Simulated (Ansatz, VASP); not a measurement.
# Te: VASP beside Ansatz, part 2 of 2

Aim: how closely do two programs agree when they are given the same cell, functional and k mesh? The cell is taken from a series of VASP runs on this material, whose earlier steps may have relaxed, scaled or displaced it; both programs get it as it stands. Valence electrons are named where the data sets of a main pair hold unlike numbers.

VASP 6.6.1 and Ansatz 0.2.0.

So far. Step 2 (VASP: band structure, HSE06, spin-orbit coupling): The k-mesh is coarse for exact exchange; levels may shift by about 0.1 eV on a finer one. The PAW data sets were made with PBE, which is usual practice but a small mismatch for other functionals.

## 3. Ansatz: band structure, HSE06, spin-orbit coupling

Level of this step: Ansatz beside VASP: Kohn-Sham DFT, plane waves, HSE06, spin-orbit coupling (Ansatz).

Ansatz runs on its fully relativistic PAW (standard-fr) files.

The same cell, functional, mesh and smearing now go to Ansatz, which takes its cutoff from its data sets.

The input, input.yaml:

```yaml
crystal:
  lattice:
    - [4.4572, 0.0, 0.0]
    - [-2.2286, 3.8600484297, 0.0]
    - [0.0, 0.0, 5.929]
  atoms:
    - { symbol: Te, position: [0.7367, 0.7367, 0.0] }
    - { symbol: Te, position: [0.0, 0.2633, 0.6666666667] }
    - { symbol: Te, position: [0.2633, 0.0, 0.3333333333] }
hamiltonian:
  xc: { exchange: pbe, correlation: pbe, exx: { coeff: 0.25, omega: 0.2 } }
  pseudopotentials: { kind: paw_fr }
magnetization:
  noncollinear: true
  spin_orbit: true
kpoints:
  mp_grid: { grid: [4, 4, 3] }
  band_path:
    path:
      - [0.0, 0.0, 0.0]
      - [0.44444, 0.0, 0.0]
      - [0.38889, 0.22222, 0.0]
      - [0.18519, 0.18519, 0.0]
      - [0.0, 0.0, 0.11111]
      - [0.0, 0.0, 0.5]
      - [0.44444, 0.0, 0.5]
      - [0.38889, 0.22222, 0.5]
      - [0.33333, 0.33333, 0.5]
      - [0.18519, 0.18519, 0.5]
      - [0.5, 0.0, 0.38889]
      - [0.33333, 0.33333, 0.0]
      - [0.33333, 0.33333, 0.5]
    npoints: 1
scf:
  occupations: { method: gaussian, width: 0.03 }
  n_extra_bands: 14
output:
  forces: true
  stress: true
  eigenvalues: true
```

Run with:

```console
$ ansatz run input.yaml --threads 4 --pin off --max-ram 9216MiB --backend cpu --events-out ev --progress --plain --runs-dir out
```

Numbers of over 12 decimals in the logs are rounded to 6 here.

The program printed:

```text
Warning: output.stress: scf.convergence.dr2_threshold = 1e-7 eV (the SCF's general default) is looser than the 3e-10 eV advised for a printed stress (1e-10 eV for each atom of the cell: 3). What an SCF threshold leaves in a stress goes as its square root, and in the free energy as the threshold itself, and one threshold admits the most on a small cell: [figures from the program's tests cut] Set scf.convergence.dr2_threshold to 3e-10 eV or tighter. The threshold is an SCF's pass mark: one that does not reach it within its budget of iterations ends unconverged, or closes short of it on a stop that the run arms, and scf.convergence.dr2_threshold's page says what that costs each kind of run
Warning: output.stress: scf.exx.energy_threshold = 1e-6 eV is looser than the 3e-8 eV advised for a stress under a hybrid functional (1e-8 eV for each atom of the cell: 3). Every SCF of the exchange loop can meet its threshold on dr2 while the loop round them stops early: no threshold on dr2 bounds what that leaves in the stress. Set scf.exx.energy_threshold to 3e-8 eV or tighter. The threshold is the loop's pass mark: a loop that does not reach it within its budget of cycles ends unconverged, and scf.exx.energy_threshold's page has the law
scf.n_extra_bands = 14 over 48 filled bands (N_el = 48.0): the run solves 62 bands
Engine: ansatz 0.2.0, aarch64-unknown-linux-gnu
Pseudopotentials: kind: paw_fr
Pseudopotential: Te, paw_fr, valence charge 16, recommended cutoff 420 eV (normal), Te.paw.azcp#standard-fr
Functional definition: unnamed
  parameter a_1 = 0.25
  parameter omega_1 = 0.2/angstrom
  exchange = pbe_x + (-a_1)*pbe_x_sr(omega_1) + a_1*exact_x_sr(omega_1)
  correlation = pbe_c
non-collinear run that drives no moment, with spin-orbit: no starting moment large enough to seed its density (crystal.atoms[].spin), no starting occupations that ask for one, no magnetisation constraint and no magnetic field, so the semilocal B_xc is pinned to zero
Crystal: 3 atoms, lattice volume = 102.008 Å³
Basis set: ecut = 420 eV, 2017 PW (Γ), exchange–correlation on 60×60×80 points (8 copies of the dense FFT grid, shifted against one another)
Bands: 62, of which v1, the nominal top of the filled ones, is band 48 counted from 1 (47 counted from 0)
Symmetry: 6 space group operations + 6 with time reversal
Magnetic group: BNS 152.34 (UNI 1264), of the structure as read, at distance tolerance 4.7e-5 Å
k-points: 9 of 48 (time reversal used)
Projection manifold: j_resolved (fully-relativistic pseudo-atomic orbitals)
Non-local potential: Te, projectors of the file, l = 0: 2, l = 1: 4, l = 2: 4, l = 3: 4
PAW form: soft (Blöchl's): semilocal exchange-correlation on the pseudo side does not see the compensation charge
PAW frozen core: Te, regenerated for the run's functional, and the local potential with it (the file was generated under x = pbe(κ = 0.804, μ = 0.219515), c = pbe(β = 0.066725))
PAW one-centre angular grid: Te, 590 points (default); XC on 96 Gauss nodes
Initial density: superposition of atomic densities (chi_scale 0.1, normalization cell)
Initial wavefunctions: pseudopotential atomic-orbital guess
Functional: x = pbe(κ = 0.804, μ = 0.219515), c = pbe(β = 0.066725), warm-up for x = pbe(κ = 0.804, μ = 0.219515) + 0.25 (exact − pbe) at short range (hse, ω = 0.2 Å⁻¹), c = pbe(β = 0.066725)
iter 1 solved again at ethr=3.99e-4 eV; its pass at ethr=1.00e-1 eV (dr2=1.91e-1 eV) is discarded
SCF iter   1: F=—  HF=-20948.011526 eV  |F-HF|=—  |Δ(HF+E_count)|=         —  Δρ=1.58e-2  dr2=1.87e-1  dr2_m=0.00e0 (ungated)  ethr=3.99e-4  |M|=0.00e0 ∫|m|=0.00e0 μB  |m|>n=0.0e0 m-floor=0.0e0 τ_xc=0.0e0  β_m=0.30  ⟨swp⟩=9.6  Hψ=3671  notcnv=0
preconditioner: auto → none  [insulator: Δε(μ)=0.679 eV  Ē_g=9.894 eV  σ=0.030 eV  W_gap=1.00  n_scr=22 (ndim 8)  ℏωp=15.6 eV  f_vac=0.011  D(μ)=0.00/eV (n_scr^D=0)]
SCF iter   2: F=—  HF=-20947.998094 eV  |F-HF|=—  |Δ(HF+E_count)|=   1.34e-2  Δρ=1.06e-2  dr2=7.98e-2  dr2_m=0.00e0 (ungated)  ethr=3.90e-4  |M|=0.00e0 ∫|m|=0.00e0 μB  |m|>n=0.0e0 m-floor=0.0e0 τ_xc=0.0e0  β_m=0.57  ⟨swp⟩=2.0  Hψ=1116  notcnv=0
iter 3 solved again at ethr=3.96e-6 eV; its pass at ethr=1.66e-4 eV (dr2=1.90e-3 eV) is discarded
SCF iter   3: F=—  HF=-20947.995285 eV  |F-HF|=—  |Δ(HF+E_count)|=   2.81e-3  Δρ=1.37e-3  dr2=1.62e-3  dr2_m=0.00e0 (ungated)  ethr=3.96e-6  |M|=0.00e0 ∫|m|=0.00e0 μB  |m|>n=0.0e0 m-floor=0.0e0 τ_xc=0.0e0  β_m=0.54  ⟨swp⟩=4.6  Hψ=2638  notcnv=0  defer=4
eigensolver tolerance schedule: the retry pair's looser diagonalisation over-reported the residual by 0.18 of it (diagonalisation noise at 0.18 of the residual, at the tolerance the schedule requests for it); recorded, not acted on — ethr = c·dr2/N_el stays at c = 1.0e-1
SCF iter   4: F=—  HF=-20947.995178 eV  |F-HF|=—  |Δ(HF+E_count)|=   1.08e-4  Δρ=4.07e-4  dr2=8.87e-5  dr2_m=0.00e0 (ungated)  ethr=3.37e-6  |M|=0.00e0 ∫|m|=0.00e0 μB  |m|>n=0.0e0 m-floor=0.0e0 τ_xc=0.0e0  β_m=0.70  ⟨swp⟩=3.1  Hψ=1391  notcnv=0
SCF iter   5: F=-20947.995201 eV  HF=-20947.995202 eV  |F-HF|=9.95e-7  |Δ(HF+E_count)|=   2.42e-5  Δρ=4.86e-5  dr2=2.37e-6  dr2_m=0.00e0 (ungated)  ethr=1.85e-7  |M|=0.00e0 ∫|m|=0.00e0 μB  |m|>n=0.0e0 m-floor=0.0e0 τ_xc=0.0e0  ⟨swp⟩=3.1  Hψ=1164  notcnv=0
[...]
SCF iter   4: F=—  HF=-20946.647056 eV  |F-HF|=—  |Δ(HF+E_count)|=   1.49e-4  Δρ=9.64e-5  dr2=7.34e-5  dr2_m=0.00e0 (ungated)  ethr=4.93e-8  |M|=0.00e0 ∫|m|=0.00e0 μB  |m|>n=0.0e0 m-floor=0.0e0 τ_xc=0.0e0  β_m=0.74  ⟨swp⟩=4.0  Hψ=1573  notcnv=0
SCF iter   5: F=—  HF=-20946.647418 eV  |F-HF|=—  |Δ(HF+E_count)|=   3.63e-4  Δρ=1.32e-4  dr2=1.72e-5  dr2_m=0.00e0 (ungated)  ethr=1.10e-8  |M|=0.00e0 ∫|m|=0.00e0 μB  |m|>n=0.0e0 m-floor=0.0e0 τ_xc=0.0e0  β_m=0.74  ⟨swp⟩=4.2  Hψ=1631  notcnv=0
SCF iter   6: F=-20946.647415 eV  HF=-20946.647415 eV  |F-HF|=5.16e-8  |Δ(HF+E_count)|=   3.65e-6  Δρ=1.27e-5  dr2=2.99e-6  dr2_m=0.00e0 (ungated)  ethr=1.10e-8  |M|=0.00e0 ∫|m|=0.00e0 μB  |m|>n=0.0e0 m-floor=0.0e0 τ_xc=0.0e0  ⟨swp⟩=3.0  Hψ=1188  notcnv=0
SCF 2 stopped early in 6 iterations: F = -20946.647415 eV  dr2 = 2.99e-6
  Residual-converged pass: ⟨swp⟩=4.0  Hψ=1484  notcnv=0  max |occ|·‖R‖ = 6.6e-6 eV (tolerance 6.7e-6 eV)  dr2=3.00e-6  dr2_m=0.00e0 (ungated)  dr2_onsite=1.91e-8  max |Δocc| = 1.3e-151
hybrid outer 1: dexx = +1.274e-2 eV, tail = 1.66e-4 eV
Projection manifold: j_resolved (fully-relativistic pseudo-atomic orbitals)
Exchange kernel: α = 0.2500, screened, ω = 0.2000 Å⁻¹, Wigner–Seitz truncation, v(0) = 1121.4718 eV·Å³, q-mesh 4×4×3, nearest image of the exchange supercell L = 17.79 Å, pair-density grid 20×20×27, without the augmentation charges, whose exchange is taken in its separable form by FFT convolution over the k-point mesh (sized by the pseudopotential files, 27×27×40 at the most), smooth part of the exact exchange by density-matrix convolution
Frozen-core exchange: fock
SCF iter   1: F=—  HF=-20946.647524 eV  |F-HF|=—  |Δ(HF+E_count)|=         —  Δρ=4.34e-5  dr2=2.09e-6  dr2_m=0.00e0 (ungated)  ethr=1.73e-6  |M|=0.00e0 ∫|m|=0.00e0 μB  |m|>n=0.0e0 m-floor=0.0e0 τ_xc=0.0e0  β_m=0.30  ⟨swp⟩=3.3  Hψ=1147  notcnv=0
preconditioner: auto → none  [insulator: Δε(μ)=1.100 eV  Ē_g=11.104 eV  σ=0.030 eV  W_gap=1.00  n_scr=22 (ndim 8)  ℏωp=15.6 eV  f_vac=0.026  D(μ)=0.00/eV (n_scr^D=0)]
SCF iter   2: F=—  HF=-20946.647526 eV  |F-HF|=—  |Δ(HF+E_count)|=   1.96e-6  Δρ=2.27e-5  dr2=5.60e-7  dr2_m=0.00e0 (ungated)  ethr=3.74e-9  |M|=0.00e0 ∫|m|=0.00e0 μB  |m|>n=0.0e0 m-floor=0.0e0 τ_xc=0.0e0  β_m=0.30  ⟨swp⟩=4.1  Hψ=1659  notcnv=0
SCF iter   3: F=—  HF=-20946.647526 eV  |F-HF|=—  |Δ(HF+E_count)|=   1.42e-7  Δρ=1.27e-5  dr2=6.91e-8  dr2_m=0.00e0 (ungated)  ethr=8.74e-10  |M|=0.00e0 ∫|m|=0.00e0 μB  |m|>n=0.0e0 m-floor=0.0e0 τ_xc=0.0e0  β_m=0.50  ⟨swp⟩=3.6  Hψ=1106  notcnv=0
SCF iter   4: F=—  HF=-20946.647526 eV  |F-HF|=—  |Δ(HF+E_count)|=   1.01e-7  Δρ=3.64e-6  dr2=7.58e-9  dr2_m=0.00e0 (ungated)  ethr=1.23e-10  |M|=0.00e0 ∫|m|=0.00e0 μB  |m|>n=0.0e0 m-floor=0.0e0 τ_xc=0.0e0  β_m=0.50  ⟨swp⟩=4.6  Hψ=1647  notcnv=0  defer=4
SCF iter   5: F=—  HF=-20946.647526 eV  |F-HF|=—  |Δ(HF+E_count)|=  6.55e-10  Δρ=1.40e-6  dr2=9.42e-10  dr2_m=0.00e0 (ungated)  ethr=1.22e-11  |M|=0.00e0 ∫|m|=0.00e0 μB  |m|>n=0.0e0 m-floor=0.0e0 τ_xc=0.0e0  β_m=0.66  ⟨swp⟩=2.7  Hψ=1093  notcnv=0  defer=4
SCF iter   6: F=-20946.647526 eV  HF=-20946.647526 eV  |F-HF|=9.82e-11  |Δ(HF+E_count)|=   3.31e-9  Δρ=4.02e-7  dr2=1.24e-10  dr2_m=0.00e0 (ungated)  ethr=1.31e-12 (applied; sched 1.25e-12)  |M|=0.00e0 ∫|m|=0.00e0 μB  |m|>n=0.0e0 m-floor=0.0e0 τ_xc=0.0e0  ⟨swp⟩=4.7  Hψ=1569  notcnv=0  defer=4
SCF 3 converged in 6 iterations: F = -20946.647526 eV  dr2 = 1.24e-10
  Residual-converged pass: ⟨swp⟩=2.0  Hψ=972  notcnv=0  max |occ|·‖R‖ = 5.1e-7 eV (tolerance 5.4e-7 eV)  dr2=1.23e-10  dr2_m=0.00e0 (ungated)  dr2_onsite=5.68e-11  max |Δocc| = 1.3e-155
hybrid outer 2: dexx = +2.031e-6 eV, tail = 2.86e-8 eV, Δε = 2.35e-3 eV (about 7.19e-5 eV left of the loop's levels), ΔF = 2.54e-3 eV/Å (tail 7.97e-4)
NSCF: frozen V_eff on 13 k-points
hybrid SCF converged: 2 outer / 12 inner (+5 warm-up), last move |dexx| = 2.03e-6 eV, tail = 2.86e-8 eV
Magnetization: |M| = 0.0000 μB,  M = (+0.0000, +0.0000, +0.0000) μB
Absolute magnetization: 0.0000 μB (∫|m|)
  site 0: m = (+0.0000, +0.0000, +0.0000) μB, |m| = 0.0000 μB  (R = 1.17 Å)
  site 1: m = (+0.0000, +0.0000, +0.0000) μB, |m| = 0.0000 μB  (R = 1.17 Å)
  site 2: m = (+0.0000, +0.0000, +0.0000) μB, |m| = 0.0000 μB  (R = 1.17 Å)
Free energy (F): -20946.647526 eV
Frozen-core exchange: fock
Harris-Foulkes:  -20946.647526 eV  (|F-HF|=9.82e-11)
Internal energy: -20946.647526 eV  (E = F + TS)
E sigma→0 (E₀):  -20946.647526 eV
Fermi energy:    8.729082 eV
--- Per-component energies (eV) ---
  E_band       = -900.373642
  E_kinetic    = 540.250735
  E_local      = -3842.937147  (includes V_loc(G=0)·N_el)
  E_nonlocal   = -934.158995
  E_hartree    = 2444.557394
  E_xc         = -300.222251
  E_vxc        = -251.079035  (∫ρ·V_xc dr)
  E_exx        = -135.803736  (= α·E_x^exact, valence–valence)
  E_paw        = -13930.911638  (= ΣΔE_a)
  E_vpaw       = -1029.956846  (= ΣTr[D̂ρ^β])
  E_aug_tail   = -0.000545  (compensation charges beyond the density's cutoff)
  E_ewald      = -4786.899832
  E_core_change = -0.521511  (= ΣΔE_core)
  E_smearing   = -0.000000  (= −TS)
  E_closure    = -0.000000  (closes the sum)
  Σ components = -20946.647526   (vs F -20946.647526, Δ=3.64e-12)
--- Forces (eV/Å), atoms counted from 1 ---
  atom   1  Te     0.04792486     0.08300829     0.00000000
  atom   2  Te     0.04792486    -0.08300829    -0.00000000
  atom   3  Te    -0.09584972    -0.00000000    -0.00000000
  max |Σ_I F_I| component: 7.52e-18 eV/Å
--- Stress (GPa, compression-positive) ---
        0.929413       0.000000      -0.000000
        0.000000       0.929413       0.000000
       -0.000000       0.000000       0.224477
  P = ⅓ Tr σ = 0.6944 GPa (6.944 kbar)
--- Band table (eV; the first three rows and the last of 9) ---
  k-point 0: bands = [... 44 lower, 6.5676, 6.5676, 7.4973, 7.4973, 9.5447, 9.5447, 10.2387, 10.2387, ... 10 higher]
  k-point 1: bands = [... 44 lower, 6.7655, 7.0930, 7.2148, 7.4813, 9.2788, 9.3079, 9.5586, 9.7831, ... 10 higher]
  k-point 2: bands = [... 44 lower, 7.0646, 7.3261, 7.4140, 7.5895, 9.7789, 9.8610, 10.1086, 10.1567, ... 10 higher]
  k-point 8: bands = [... 44 lower, 7.2258, 7.3622, 8.0133, 8.1779, 9.5855, 9.6655, 10.6200, 10.6582, ... 10 higher]
```

Wall time 7 min (4 threads of Arm Neoverse V1, shared host); peak memory 2.4 GiB; 26 min of CPU time.

## 4. Comparison

Known differences besides the potentials themselves: spin-orbit coupling enters by fully relativistic files in Ansatz and inside the spheres in VASP; exact exchange at q = 0 is treated differently, which shows on coarse meshes; VASP keeps PBE cores, Ansatz makes them for the functional; the data sets hold 48 valence electrons in Ansatz (on its fully relativistic PAW (standard-fr) files) and 18 in VASP; the cutoff is 420 eV in Ansatz and 350 eV in VASP; VASP takes a coarser grid for exact exchange (PRECFOCK = Fast). Total energies have different zeros and are not compared.

Compared:

```
                     quantity  Ansatz   VASP  difference
gap over the path points (eV)   0.398  0.366      +0.032
```

Forces (eV/Å; atoms numbered as in POSCAR):

```csv
atom,"Ansatz x, y, z","VASP x, y, z"
Te1,"0.048, 0.083, 0.000","0.062, 0.108, 0.000"
Te2,"0.048, -0.083, 0.000","0.062, -0.108, 0.000"
Te3,"-0.096, 0.000, 0.000","-0.124, 0.000, 0.000"
```

Levels at points of the path, from each program's valence-band top (eV; 8 filled, then empty):

```csv
k (reciprocal lattice),Ansatz,VASP
0.000 0.000 0.000,-3.01 -3.01 -2.07 -2.07 -2.06 -2.06 -1.13 -1.13 0.92 0.92 1.61 1.61 2.19 2.19,-3.02 -3.02 -2.06 -2.06 -2.05 -2.05 -1.10 -1.10 0.97 0.97 1.60 1.60 2.21 2.21
0.444 0.000 0.000,-4.42 -4.15 -3.92 -3.76 -1.51 -1.46 -1.25 -1.19 1.18 1.24 1.34 1.37 3.38 3.40,-4.38 -4.13 -3.89 -3.74 -1.49 -1.44 -1.22 -1.17 1.19 1.25 1.35 1.38 3.42 3.43
0.389 0.222 0.000,-4.00 -3.95 -3.80 -3.72 -2.89 -2.76 -2.63 -2.61 2.55 2.58 2.98 3.01 3.87 3.88,-3.96 -3.92 -3.78 -3.71 -2.86 -2.75 -2.61 -2.60 2.58 2.61 3.02 3.04 3.92 3.93
0.185 0.185 0.000,-3.69 -3.51 -2.56 -2.37 -2.27 -2.17 -1.73 -1.67 1.99 2.04 2.17 2.19 2.49 2.50,-3.67 -3.50 -2.53 -2.36 -2.22 -2.13 -1.73 -1.68 2.01 2.06 2.17 2.19 2.54 2.54
0.000 0.000 0.111,-3.25 -2.81 -2.14 -2.06 -2.02 -1.92 -1.19 -1.10 0.85 0.86 1.47 1.54 2.04 2.05,-3.27 -2.82 -2.12 -2.05 -2.00 -1.93 -1.16 -1.07 0.90 0.92 1.47 1.53 2.06 2.07
0.000 0.000 0.500,-3.00 -3.00 -1.92 -1.92 -1.64 -1.64 -1.29 -1.29 0.68 0.68 0.84 0.84 1.09 1.09,-2.98 -2.98 -1.88 -1.88 -1.60 -1.60 -1.29 -1.29 0.71 0.71 0.84 0.84 1.08 1.08
0.444 0.000 0.500,-4.28 -4.19 -2.87 -2.85 -2.50 -2.47 -0.59 -0.55 1.15 1.20 2.10 2.14 2.96 3.10,-4.26 -4.17 -2.85 -2.83 -2.48 -2.45 -0.58 -0.55 1.16 1.21 2.16 2.19 2.99 3.12
0.389 0.222 0.500,-5.45 -5.38 -1.77 -1.70 -1.07 -1.04 -0.20 -0.20 0.77 0.81 1.70 1.71 2.25 2.26,-5.42 -5.36 -1.73 -1.66 -1.05 -1.03 -0.20 -0.20 0.76 0.80 1.75 1.76 2.27 2.29
0.333 0.333 0.500,-5.75 -5.74 -1.54 -1.54 -0.42 -0.42 -0.13 0.00 0.40 0.40 1.64 1.68 1.90 1.90,-5.72 -5.72 -1.50 -1.50 -0.39 -0.39 -0.12 0.00 0.37 0.37 1.69 1.73 1.93 1.93
0.185 0.185 0.500,-4.61 -4.50 -2.47 -2.31 -1.73 -1.69 -1.10 -1.01 1.01 1.10 2.45 2.46 2.67 2.69,-4.58 -4.47 -2.43 -2.28 -1.74 -1.70 -1.07 -0.99 1.03 1.12 2.48 2.50 2.70 2.72
```

The forces differ by 16 meV/Å r.m.s., which is 22.8 % of the r.m.s. force of 0.072 eV/Å (both taken over all components). Among the levels compared at these points, filled levels agree within 48 meV and empty ones within 61 meV.

## 5. Other set-ups

Further runs change the set-up of one program: Ansatz's method, potentials or start, or VASP's data sets, cutoff or form of LDA. The table gives Ansatz less VASP for each quantity, since a change that brings one quantity closer may part another.

| run | r.m.s. force difference (meV/Å) | gap over the path points (eV) |
| --- | --- | --- |
| as above | 16 | 0.032 |
| cores kept as stored | 16 | 0.031 |
| Ansatz's larger PAW set (cutoff 430 eV) | 16 | 0.035 |

## 6. What came out

- r.m.s. force difference (band structure, HSE06, spin-orbit coupling): 16 meV/Å

What this shows: The r.m.s. force difference is 16 meV/Å (band structure, HSE06, spin-orbit coupling), beyond the 12 meV/Å picked in this series as the mark of a large difference. The data sets hold unlike numbers of valence electrons (48 in Ansatz and 18 in VASP), so part of the differences comes from the potentials. For band structure, HSE06, spin-orbit coupling, no further run moves any of the tabulated differences by more than a quarter of its size. 1 further run of this series is not shown here. Such differences can come from data sets, numerical settings and the points named under the comparisons, not from the functional's error against experiment.

[Lines on the potential files, build, host, timing and source positions are cut from VASP's logs without a mark.]

[Logs are printed without paths, hosts, clocks, repeated set-up lines and the standing remarks that a program may print on its own settings, such as how far it seeks lower states.]

[Hosts, paths, dates, database ids (printed as entryN), source tags and the programs' standing remarks are cut or masked in the printed files.]
